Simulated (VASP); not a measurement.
Runs of VASP 6.6.1 on TiPd. All rows change the cell; the cell of one of them follows. Symmetry: Pm-3m, No. 221, cubic system. The conventional cell has a = 3.085 Å, b = 3.085 Å, c = 3.085 Å, α = 90.00°, β = 90.00°, γ = 90.00°. Ti (site symmetry m-3m) is surrounded by 8 Pd at 2.67 Å. Around Pd (site symmetry m-3m) lie 8 Ti at 2.67 Å. 

```tsv
cell	gap on the mesh (eV)	pressure (GPa)
strain -0.030 along x and y, -0.030 along z, atoms carried along	none	3.6
strain +0.030 along x and y, -0.030 along z, atoms carried along	none	-15.0
strain -0.030 along x and y, +0.000 along z, atoms carried along	none	(a)
strain +0.030 along x and y, +0.000 along z, atoms carried along	none	-18.0
```

Alike in all rows: task single point; level LDA; potentials or basis VASP PAW LDA potentials, release 64 (Ti_sv, Pd); no spin polarisation; k mesh 16 × 16 × 16; cutoff (eV) 520; smearing gaussian 0.15 eV.

Question: Fill in the values left out.

Answer: (a) -2.2.

Caveats: so large a pressure means that the cell lies far from this level's equilibrium, or that cutoff or potentials fall short (some runs).

A k mesh can miss the band edges, and the runs leave out spin-orbit coupling on Pd.

A gap of «none» marks a metal or a gap under the smearing width.
